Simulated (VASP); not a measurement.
Consider the following.

```yaml
crystal:
  lattice:
    - [4.43778, 0.00000, 0.00000]
    - [-2.21889, 3.84323, 0.00000]
    - [0.00000, 0.00000, 15.03038]
  atoms:
    - { symbol: Ag, position: [0.00000, 0.00000, 0.32347] }
    - { symbol: Ag, position: [0.00000, 0.00000, 0.82347] }
    - { symbol: Ag, position: [0.66667, 0.33333, 0.42647] }
    - { symbol: Ag, position: [0.33333, 0.66667, 0.92647] }
    - { symbol: I, position: [0.00000, 0.00000, 0.01164] }
    - { symbol: I, position: [0.00000, 0.00000, 0.51164] }
    - { symbol: I, position: [0.66667, 0.33333, 0.23842] }
    - { symbol: I, position: [0.33333, 0.66667, 0.73842] }
```

Computed with HSE06 screened hybrid, VASP's PBE PAW potentials (set 64) (plane waves; VASP). Run with 300 eV cut-off, 4×4×1 Γ-centred mesh, Gaussian smearing of 0.010 eV, potentials Ag I.

At this cut-off the stress carries a Pulay error, which pulls relaxed volumes low.

**Question.** What does the run give for the energy per atom (σ→0), pressure?

**Answer.** 
- energy per atom (σ→0) = -2.822 eV/atom
- pressure = 2.08 GPa

The structure comes from a computed database's AgI entry; how it stands against other phases isn't given here. The cell was not relaxed at this level.
